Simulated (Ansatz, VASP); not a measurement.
**AlNi in two plane-wave programs**

Wanted: the spread between two codes on one cell, functional and k mesh. The cell is taken from a series of runs on this material, whose earlier steps may have relaxed, scaled, displaced or heated it; both programs get it as it stands.

Program: Ansatz 0.2.0. Level of theory: plane waves, with VASP 6.6.1 beside it; zone-centre phonons at PBEsol. Results are calculated unless marked as measured.

## 1. The structure

It takes space group Pm-3m (No. 221, cubic). Conventional cell: a = 2.803 Å, b = 2.803 Å, c = 2.803 Å, α = 90.00°, β = 90.00°, γ = 90.00°. Al has 8 Ni at 2.43 Å nearest. Nearest to Ni lie 8 Al at 2.43 Å. Farther neighbours are not listed.

## 2. VASP: zone-centre phonons, PBEsol, pair 1

Second derivatives magnify differences that forces hide, and they need a tight electronic threshold.

Lines of VASP's logs that name or quote its potential files are left out, and so is its time.

INCAR

```
SYSTEM = AlNi
PREC = Accurate
ENCUT = 600
EDIFF = 1E-08
NELM = 120
ISMEAR = 1
SIGMA = 0.2
LREAL = .FALSE.
ALGO = Normal
GGA = PS
NBANDS = 12
LASPH = .TRUE.
LORBIT = 11
LWAVE = .FALSE.
LCHARG = .FALSE.
ISIF = 2
IBRION = 8
GGA_COMPAT = .FALSE.
KPAR = 2
```

POSCAR

```
AlNi
1.0
    2.8033198568      0.0000000000      0.0000000000
    0.0000000000      2.8033198568      0.0000000000
    0.0000000000      0.0000000000      2.8033198568
Al Ni
1 1
Direct
    0.0000000000      0.0000000000      0.0000000000
    0.5000000000      0.5000000000      0.5000000000
```

KPOINTS

```
Automatic mesh
0
Gamma
16 16 16
0 0 0
```

Potentials, in the order of the species: Al and Ni (PBE family, release 64).

Launch:

```
> mpirun -np 2 vasp_std
```

Numbers of over 12 decimals in the logs are rounded to 6 here.

Output:

```text
[banner, memory and clock lines left out]
running    2 mpi-ranks, on    1 nodes
 distrk:  each k-point on    1 cores,    2 groups
 distr:  one band on    1 cores,    1 groups

 POSCAR found type information on POSCAR AlNi
 POSCAR found :  2 types and       2 ions
|                                                                             |
|               ----> ADVICE to this user running VASP <----                  |
|                                                                             |
|     You enforced a specific xc type in the INCAR file but a different       |
|     [... a line on the potential file left out ...]
|     I HOPE YOU KNOW WHAT YOU ARE DOING!                                     |
|                                                                             |

 LDA part: xc-table for (Slater+PW92), standard interpolation
 POSCAR, INCAR and KPOINTS ok, starting setup
 FFT: planning ... GRIDC
 FFT: planning ... GRID_SOFT
 FFT: planning ... GRID
 WAVECAR not read
 entering main loop
       N       E                     dE             d eps       ncg     rms          rms(c)
DAV:   1     0.438895979315E+02    0.43890E+02   -0.61284E+03  4024   0.130E+03
DAV:   2    -0.114559043535E+02   -0.55346E+02   -0.51070E+02  4076   0.209E+02
DAV:   3    -0.132151058315E+02   -0.17592E+01   -0.17377E+01  4724   0.433E+01
DAV:   4    -0.132402262292E+02   -0.25120E-01   -0.25112E-01  4432   0.469E+00
DAV:   5    -0.132409471729E+02   -0.72094E-03   -0.72093E-03  4736   0.878E-01    0.133E+01
DAV:   6    -0.148709893011E+02   -0.16300E+01   -0.51335E+01  4376   0.117E+02    0.152E+01
DAV:   7    -0.115617866598E+02    0.33092E+01   -0.14954E+01  4408   0.691E+01    0.106E+00
DAV:   8    -0.115500899167E+02    0.11697E-01   -0.29288E-01  4856   0.632E+00    0.105E+00
DAV:   9    -0.115344795687E+02    0.15610E-01   -0.46938E-02  4820   0.323E+00    0.203E-01
DAV:  10    -0.115340595364E+02    0.42003E-03   -0.15310E-03  4900   0.594E-01    0.897E-02
DAV:  11    -0.115340604018E+02   -0.86542E-06   -0.42870E-05  4516   0.564E-02    0.309E-02
DAV:  12    -0.115340585986E+02    0.18032E-05   -0.99370E-06  4960   0.555E-02    0.451E-03
DAV:  13    -0.115340584774E+02    0.12117E-06   -0.30437E-07  5088   0.697E-03    0.186E-03
DAV:  14    -0.115340584458E+02    0.31610E-07   -0.47523E-08  3052   0.276E-03    0.607E-04
DAV:  15    -0.115340584659E+02   -0.20137E-07   -0.42503E-09  2300   0.104E-03    0.192E-04
DAV:  16    -0.115340584749E+02   -0.89269E-08   -0.15068E-09  2220   0.330E-04
   1 F= -.11534058E+02 E0= -.11534381E+02  d E =0.968928E-03
 Linear response reoptimize wavefunctions to high precision
DAV:   1    -0.115340584729E+02    0.20057E-08   -0.18480E-10  2304   0.159E-04
DAV:   2    -0.115340584729E+02   -0.18417E-10   -0.36869E-11  2208   0.587E-05
 Linear response DOF=           2
 Linear response progress:
  Degree of freedom:   1/  2
       N       E                     dE             d eps       ncg     rms          rms(c)
RMM:   1    -0.596740483291E-02   -0.59674E-02    0.19847E-03 21504   0.662E-01
RMM:   2    -0.564967512306E-02    0.31773E-03   -0.13433E-04 14894   0.235E-01    0.617E-02
RMM:   3    -0.564139334356E-02    0.82818E-05   -0.10854E-04 15901   0.842E-02    0.308E-02
RMM:   4    -0.572179931729E-02   -0.80406E-04   -0.44282E-05 15843   0.515E-02    0.603E-03
RMM:   5    -0.572973337920E-02   -0.79341E-05   -0.25046E-06 16098   0.121E-02    0.192E-03
RMM:   6    -0.573118030586E-02   -0.14469E-05   -0.11385E-08 16245   0.262E-03    0.715E-04
RMM:   7    -0.573115109650E-02    0.29209E-07   -0.26892E-08 15397   0.103E-03    0.610E-04
RMM:   8    -0.573106283693E-02    0.88260E-07    0.40206E-11 16942   0.331E-04    0.261E-04
RMM:   9    -0.573128378914E-02   -0.22095E-06   -0.72367E-10 16835   0.998E-05    0.946E-06
RMM:  10    -0.573125765557E-02    0.26134E-07    0.65603E-10 17084   0.329E-05    0.885E-06
RMM:  11    -0.573127044129E-02   -0.12786E-07   -0.16290E-10 16946   0.133E-05    0.253E-06
RMM:  12    -0.573126858281E-02    0.18585E-08   -0.81223E-11 16548   0.548E-06    0.366E-07
 first order change of Fermi-energy  -0.92169E-04
 force on displaced ion       1 direction 1 :  -7.903  -0.000  -0.000
 Linear response progress:
  Degree of freedom:   2/  2
       N       E                     dE             d eps       ncg     rms          rms(c)
RMM:   1    -0.186348663437E+00   -0.18635E+00   -0.97545E-02 14245   0.268E+00
RMM:   2    -0.184930152847E+00    0.14185E-02   -0.17459E-03 14473   0.511E-01    0.139E-01
RMM:   3    -0.184911529351E+00    0.18623E-04   -0.12880E-04 15418   0.996E-02    0.826E-02
RMM:   4    -0.185362824976E+00   -0.45130E-03   -0.21343E-04 16527   0.115E-01    0.617E-03
RMM:   5    -0.185344365320E+00    0.18460E-04   -0.38568E-06 16869   0.222E-02    0.443E-03
RMM:   6    -0.185334432267E+00    0.99331E-05   -0.21810E-07 15294   0.654E-03    0.277E-03
RMM:   7    -0.185318897063E+00    0.15535E-04   -0.74694E-08 16905   0.304E-03    0.396E-04
RMM:   8    -0.185313815437E+00    0.50816E-05   -0.15492E-10 17605   0.602E-04    0.721E-05
RMM:   9    -0.185313486633E+00    0.32880E-06   -0.18671E-09 17611   0.192E-04    0.286E-05
RMM:  10    -0.185313096326E+00    0.39031E-06   -0.24986E-09 17623   0.687E-05    0.633E-06
RMM:  11    -0.185313108147E+00   -0.11822E-07   -0.64549E-10 17838   0.270E-05    0.153E-06
RMM:  12    -0.185313114682E+00   -0.65349E-08   -0.26240E-10 17671   0.144E-05    0.120E-06
 first order change of Fermi-energy   0.25734E-02
 force on displaced ion       2 direction 1 :  -7.889   0.000  -0.000
 Linear response finished
```

Parts of OUTCAR (step 2):

```text
ion  position               nearest neighbor table
   1  0.000  0.000  0.000-   2 2.43   2 2.43   2 2.43   2 2.43   2 2.43   2 2.43   2 2.43   2 2.43

  LATTYP: Found a simple cubic cell.
 ALAT       =     2.8033198568

 Subroutine GETGRP returns: Found 48 space group operations
 (whereof 48 operations were pure point group operations)

The static configuration has the point symmetry O_h .

 Found    165 irreducible k-points:

   k-points           NKPTS =    165   k-points in BZ     NKDIM =    165   number of bands    NBANDS=     12

   dimension x,y,z NGX =    24 NGY =   24 NGZ =   24
   dimension x,y,z NGXF=    48 NGYF=   48 NGZF=   48

   ENCUT  =  600.0 eV  44.10 Ry    6.64 a.u.   5.60  5.60  5.60*2*pi/ulx,y,z

   NELECT =      13.0000    total number of electrons

 k-points in reciprocal lattice and weights: Automatic mesh
   0.00000000  0.00000000  0.00000000       0.000
   0.06250000  0.00000000  0.00000000       0.001
   0.12500000  0.00000000  0.00000000       0.001
   0.18750000  0.00000000  0.00000000       0.001
   0.25000000  0.00000000  0.00000000       0.001
   0.31250000  0.00000000  0.00000000       0.001
   0.37500000  0.00000000  0.00000000       0.001
   0.43750000  0.00000000  0.00000000       0.001
   0.50000000  0.00000000  0.00000000       0.001
[...]
0.50000000  0.50000000  0.43750000       0.001
   0.50000000  0.50000000  0.50000000       0.000

 average (electrostatic) potential at core
       1 -68.5588       2 -80.4002

  Total        1.7065328      1.7065328      1.7065328      0.0000000      0.0000000     -0.0000000
  in kB      124.1101403    124.1101403    124.1101403      0.0000000      0.0000000     -0.0000000
  external PRESSURE =     124.1101403 kB  Pullay stress =       0.0000000 kB

  energy-cutoff  :      600.00
  volume of cell :       22.03
      direct lattice vectors                 reciprocal lattice vectors
     2.803319857  0.000000000  0.000000000     0.356719907  0.000000000  0.000000000
     0.000000000  2.803319857  0.000000000     0.000000000  0.356719907  0.000000000
     0.000000000  0.000000000  2.803319857     0.000000000  0.000000000  0.356719907

 POSITION                                       TOTAL-FORCE (eV/Angst)
 -----------------------------------------------------------------------------------
      0.00000      0.00000      0.00000         0.000000      0.000000      0.000000
      1.40166      1.40166      1.40166         0.000000      0.000000      0.000000
 -----------------------------------------------------------------------------------
    total drift:                                0.000000      0.000000     -0.000000

 Eigenvectors and eigenvalues of the dynamical matrix
 ----------------------------------------------------

   1 f  =   10.219477 THz    64.210869 2PiTHz  340.885065 cm-1    42.264342 meV
             X         Y         Z           dx          dy          dz
      0.000000  0.000000  0.000000    -0.827920   -0.000000   -0.000000
      1.401660  1.401660  1.401660     0.560846    0.000000    0.000000

   2 f  =   10.219477 THz    64.210869 2PiTHz  340.885065 cm-1    42.264342 meV
             X         Y         Z           dx          dy          dz
      0.000000  0.000000  0.000000     0.000000   -0.000000   -0.827920
      1.401660  1.401660  1.401660     0.000000   -0.000000    0.560846

   3 f  =   10.219477 THz    64.210869 2PiTHz  340.885065 cm-1    42.264342 meV
             X         Y         Z           dx          dy          dz
      0.000000  0.000000  0.000000     0.000000   -0.827920    0.000000
      1.401660  1.401660  1.401660     0.000000    0.560846    0.000000

   4 f/i=    0.004282 THz     0.026904 2PiTHz    0.142827 cm-1     0.017708 meV
             X         Y         Z           dx          dy          dz
      0.000000  0.000000  0.000000    -0.000000   -0.441631   -0.345703
      1.401660  1.401660  1.401660    -0.000000   -0.651935   -0.510326

   5 f/i=    0.004282 THz     0.026904 2PiTHz    0.142827 cm-1     0.017708 meV
             X         Y         Z           dx          dy          dz
      0.000000  0.000000  0.000000     0.560846    0.000000    0.000000
      1.401660  1.401660  1.401660     0.827920   -0.000000    0.000000

   6 f/i=    0.004282 THz     0.026904 2PiTHz    0.142827 cm-1     0.017708 meV
             X         Y         Z           dx          dy          dz
      0.000000  0.000000  0.000000    -0.000000   -0.345703    0.441631
      1.401660  1.401660  1.401660    -0.000000   -0.510326    0.651935

 ELASTIC MODULI CONTR FROM IONIC RELAXATION (kBar)
 Direction    XX          YY          ZZ          XY          YZ          ZX
 --------------------------------------------------------------------------------
 XX           0.0000      0.0000      0.0000      0.0000      0.0000      0.0000
 YY           0.0000      0.0000      0.0000      0.0000      0.0000      0.0000
 ZZ           0.0000      0.0000      0.0000      0.0000      0.0000      0.0000
 XY           0.0000      0.0000      0.0000      0.0000      0.0000      0.0000
 YZ           0.0000      0.0000      0.0000      0.0000      0.0000      0.0000
 ZX           0.0000      0.0000      0.0000      0.0000      0.0000      0.0000
 --------------------------------------------------------------------------------
```

This run has no spin polarisation, so a moment on Ni, if there is one, isn't seen. Its electron count is odd, so without a moment it is a metal by construction.

## 3. Ansatz: zone-centre phonons, PBEsol, pair 1

Ansatz runs on its PAW soft_1 files.

The same cell, functional, mesh and smearing now go to Ansatz, which takes its cutoff from its data sets.

input.yaml

```yaml
crystal:
  lattice:
    - [2.8033198568, 0.0, 0.0]
    - [0.0, 2.8033198568, 0.0]
    - [0.0, 0.0, 2.8033198568]
  atoms:
    - { symbol: Al, position: [0.0, 0.0, 0.0] }
    - { symbol: Ni, position: [0.5, 0.5, 0.5] }
kpoints:
  mp_grid: { grid: [16, 16, 16] }
hamiltonian:
  xc: pbesol
  pseudopotentials: { kind: paw, azcp: { folder: soft_1 }, xc_functional: pbe }
scf:
  occupations: { method: methfessel_paxton, width: 0.2 }
output:
  eigenvalues: true
phonons:
  method: dfpt
```

Launch:

```
> ansatz run input.yaml --threads 4 --pin off --max-ram 10240MiB --backend cpu --events-out ev --progress --plain --runs-dir out
```

Output:

```text
Engine: ansatz 0.2.0, aarch64-unknown-linux-gnu
Pseudopotentials: kind: paw
Pseudopotential: Al, paw, valence charge 3, recommended cutoff 420 eV (normal), soft_1/Al.paw.azcp
Pseudopotential: Ni, paw, valence charge 18, recommended cutoff 420 eV (normal), soft_1/Ni.paw.azcp
Functional definition: PBEsol
  exchange = pbesol_x
  correlation = pbesol_c
Crystal: 2 atoms, lattice volume = 22.030 Å³
Basis set: ecut = 420 eV, 437 PW (Γ), exchange–correlation on 40×40×40 points (8 copies of the dense FFT grid, shifted against one another)
Bands: 15, of which v1, the nominal top of the filled ones, is band 11 counted from 1 (10 counted from 0)
Symmetry: 48 space group operations
k-points: 405 of 4096 (irreducible under 8 space group operations, time reversal used)
Non-local potential: Al, projectors of the file, l = 0: 2, l = 1: 2, l = 2: 1
Non-local potential: Ni, projectors of the file, l = 0: 3, l = 1: 2, l = 2: 3, l = 3: 1
PAW form: soft (Blöchl's): semilocal exchange-correlation on the pseudo side does not see the compensation charge
PAW frozen core: Al, regenerated for the run's functional, and the local potential with it (the file was generated under x = pbe(κ = 0.804, μ = 0.219515), c = pbe(β = 0.066725))
PAW frozen core: Ni, regenerated for the run's functional, and the local potential with it (the file was generated under x = pbe(κ = 0.804, μ = 0.219515), c = pbe(β = 0.066725))
PAW one-centre angular grid: Al, 110 points (default); XC on 64 Gauss nodes
PAW one-centre angular grid: Ni, 590 points (default); XC on 64 Gauss nodes
Initial density: superposition of atomic densities (chi_scale 0.1, normalization cell, long waves kept (reshape's long-wave potential 0.00 eV rms))
Initial wavefunctions: pseudopotential atomic-orbital guess
Functional: x = pbesol(κ = 0.804, μ = 0.123457), c = pbesol(β = 0.046)
SCF iter   1: F=—  HF=-6331.138432 eV  |F-HF|=—  |Δ(HF+E_count)|=         —  Δρ=6.42e-2  dr2=9.89e-1  ethr=3.10e-3  ⟨swp⟩=4.0  Hψ=26956  notcnv=0
preconditioner: auto → none  [metal: Δε(μ)=0.048 eV  Ē_g=10.701 eV  σ=0.200 eV  W_gap=0.20  n_scr=6 (ndim 8)  ℏωp=28.5 eV  f_vac=0.000  D(μ)=0.57/eV (n_scr^D=0)  sad-step TF]
SCF iter   2: F=—  HF=-6331.007393 eV  |F-HF|=—  |Δ(HF+E_count)|=   1.31e-1  S|Δr|=    0.00e0  Δρ=5.16e-2  dr2=6.54e-1  ethr=3.10e-3  ⟨swp⟩=2.0  Hψ=10727  notcnv=0  defer=80
SCF iter   3: F=—  HF=-6330.832237 eV  |F-HF|=—  |Δ(HF+E_count)|=   1.75e-1  S|Δr|=    0.00e0  Δρ=1.38e-2  dr2=4.28e-2  ethr=3.10e-3  ⟨swp⟩=2.0  Hψ=7667  notcnv=0  defer=80
SCF iter   4: F=—  HF=-6330.823758 eV  |F-HF|=—  |Δ(HF+E_count)|=   8.48e-3  S|Δr|=    0.00e0  Δρ=3.94e-3  dr2=1.83e-3  ethr=2.04e-4  ⟨swp⟩=1.2  Hψ=9253  notcnv=0  defer=93
SCF iter   5: F=—  HF=-6330.823750 eV  |F-HF|=—  |Δ(HF+E_count)|=   7.78e-6  S|Δr|=    0.00e0  Δρ=1.38e-3  dr2=1.90e-4  ethr=8.71e-6  ⟨swp⟩=2.3  Hψ=8716  notcnv=0  defer=91
SCF iter   6: F=—  HF=-6330.823684 eV  |F-HF|=—  |Δ(HF+E_count)|=   6.61e-5  S|Δr|=    0.00e0  Δρ=3.58e-4  dr2=1.35e-5  ethr=9.03e-7  ⟨swp⟩=2.3  Hψ=8796  notcnv=0  defer=91
SCF iter   7: F=—  HF=-6330.823670 eV  |F-HF|=—  |Δ(HF+E_count)|=   1.36e-5  S|Δr|=    0.00e0  Δρ=4.34e-5  dr2=2.09e-7  ethr=6.41e-8  ⟨swp⟩=2.3  Hψ=8626  notcnv=0  defer=91
SCF iter   8: F=—  HF=-6330.823684 eV  |F-HF|=—  |Δ(HF+E_count)|=   1.38e-5  S|Δr|=    0.00e0  Δρ=2.83e-6  dr2=1.00e-9  ethr=9.94e-10  ⟨swp⟩=2.3  Hψ=9053  notcnv=0  defer=93
SCF iter   9: F=-6330.823684 eV  HF=-6330.823684 eV  |F-HF|=0.00e0  |Δ(HF+E_count)|=  2.00e-10  S|Δr|=    0.00e0  Δρ=1.01e-7  dr2=1.04e-12  ethr=1.00e-12  ⟨swp⟩=5.3  Hψ=30538  notcnv=0
the search or the solves at the SCF's close seem to have found levels that the self-consistency loop had missed (the run counts 2). By its estimate they hold under 1e-12 electrons; where the run keeps them, the occupations were computed again with them
SCF 1 converged in 9 iterations: F = -6330.823684 eV  dr2 = 1.04e-12
  greatest PAW one-centre occupation: 1.001 electrons in one spin orbital (limit 2), on the Ni atom at site 1 (counted from 0), in its partial waves of l = 1
DFPT response loops at Γ: preconditioner auto → Kerker (q_TF=auto, 2.707 Å⁻¹) (partly filled bands, converged f_vac=0.000); β = 1.00, the filter's whole step (`scf.mixing.beta` (0.50) is not read by the response loops under this deck's `scf.mixing.preconditioner`; to damp them name `kerker` or `kerker_dos`, under which they read `scf.mixing.beta`, and type it under 1.00, their step now; both keys bind the ground state too); Broyden in place of MSR1
SCF converged after 9 iterations
Stability not checked: this state was not tested for a lower state beside it, because cold or Methfessel-Paxton smearing, or corrected tetrahedra, fill the levels in a way that the test cannot read (fill_not_monotonic; see scf.lower_state_search)
Free energy (F): -6330.823684 eV
Harris-Foulkes:  -6330.823684 eV  (|F-HF|=0.00e0)
Internal energy: -6330.824646 eV  (E = F + TS)
E sigma→0 (E₀):  -6330.823924 eV
Entropy (-TS):   0.000963 eV (0.481 meV/atom)
Fermi energy:    15.179464 eV
--- Per-component energies (eV) ---
  E_band       = -314.705793
  E_kinetic    = 371.839501
  E_local      = -3631.413026  (includes V_loc(G=0)·N_el)
  E_nonlocal   = -105.288358
  E_hartree    = 1916.791002
  E_xc         = -152.911495
  E_vxc        = -179.075669  (∫ρ·V_xc dr)
  E_paw        = -2081.019453  (= ΣΔE_a)
  E_vpaw       = -604.351130  (= ΣTr[D̂ρ^β])
  E_aug_tail   = 0.000962  (compensation charges beyond the density's cutoff)
  E_ewald      = -2649.040208
  E_core_change = 0.216428  (= ΣΔE_core)
  E_smearing   = 0.000963  (= −TS)
  E_closure    = -0.000000  (closes the sum)
  Σ components = -6330.823684   (vs F -6330.823684, Δ=0.00e0)
--- Band table (eV; the first three rows and the last of 405) ---
  k-point 0: bands = [... 7 lower, 13.4790, 13.4790, 13.4790, 21.0115, 21.0115, 21.0115, 23.5681, 23.5681]
  k-point 1: bands = [... 7 lower, 13.4435, 13.4435, 13.4829, 20.1718, 21.1123, 21.1123, 23.5667, 24.3456]
  k-point 2: bands = [... 7 lower, 13.3454, 13.3454, 13.4940, 18.7323, 21.4067, 21.4067, 23.5628, 25.5783]
  k-point 404: bands = [... 7 lower, 14.1115, 14.1115, 17.0566, 17.0566, 17.0566, 19.6480, 20.0383, 20.0383]
--- Phonons (Γ-DFPT): 2 representative perturbations + reference, on 405 of 4096 k-points (Σ response iterations 6) ---
  k mesh reduced under 8 symmetry operations, with k and −k counted as one. Each operation leaves every solved perturbation unchanged. A smaller set is not used because it would not reduce the number of displacements times k-points to solve
  ASR residual: 6.390e-5 → 0.000e0 eV/Å²; symmetrization residual: 6.798e-7 eV/Å²
  ASR residual per site (eV/Å²): 3.92e-6 6.39e-5
  Γ frequencies (cm⁻¹): 0.00 0.00 0.00 339.53 339.53 339.53
  non-analytic LO–TO correction: not included (Born effective charges unavailable; polar crystals: no LO–TO splitting at Γ)
```

The column dr2 measures how far the density is from self-consistency, as an energy; F and HF (Harris–Foulkes) agree once it is small.

## 4. Comparison

Known differences besides the potentials themselves: the data sets hold 21 valence electrons in Ansatz (on its PAW soft_1 files) and 13 in VASP; the cutoff is 420 eV in Ansatz and 600 eV in VASP; Ansatz makes its cores anew for this functional, VASP keeps those of its PBE data sets. Total energies have different zeros and are not compared.

Compared:

| quantity | Ansatz | VASP | difference |
| --- | --- | --- | --- |
| optical mode 1 to 3 (cm⁻¹) | 339.5 | 340.9 | -0.40 % |

Modes are paired by rising frequency, not by their patterns, so a pair may set unlike modes beside each other; they are those without the splitting of longitudinal modes.

[end of part 1 of 2]

[Lines on the potential files, build, host, timing and source positions are cut from VASP's logs without a mark.]

[Logs are printed without paths, hosts, clocks, repeated set-up lines and the standing remarks that a program may print on its own settings, such as how far it seeks lower states.]

[Hosts, paths, dates, database ids (printed as entryN), source tags and the programs' standing remarks are cut or masked in the printed files.]
